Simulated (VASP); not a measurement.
Input:

```
C
1.0
    2.46097     0.00000     0.00000
   -1.23048     2.13126     0.00000
    0.00000     0.00000    24.96915
C
4
Direct
  0.00000   0.00000   0.57149
  0.00000   0.00000   0.42851
  0.33333   0.66667   0.42849
  0.66667   0.33333   0.57151
```

Computed with PBEsol GGA, VASP's PBE PAW potentials (set 64) (plane waves; VASP 6.6.1). Numerical set-up: 520 eV cut-off, Gaussian smearing of 0.050 eV, potentials C.

The cell holds a wide vacuum, so values per volume refer to the whole cell.

Predict the band gap (along the path) with the smallest direct gap where there is one.

```
Quantity                                                     Result
-------------------------  ----------------------------------------
band gap (along the path)  none (metal, semimetal or under 0.01 eV)
```

The absolute energy has meaning only against runs of the same code, potentials and settings.

The cell is a sheet with vacuum, built from a database entry that may be metastable or hypothetical.
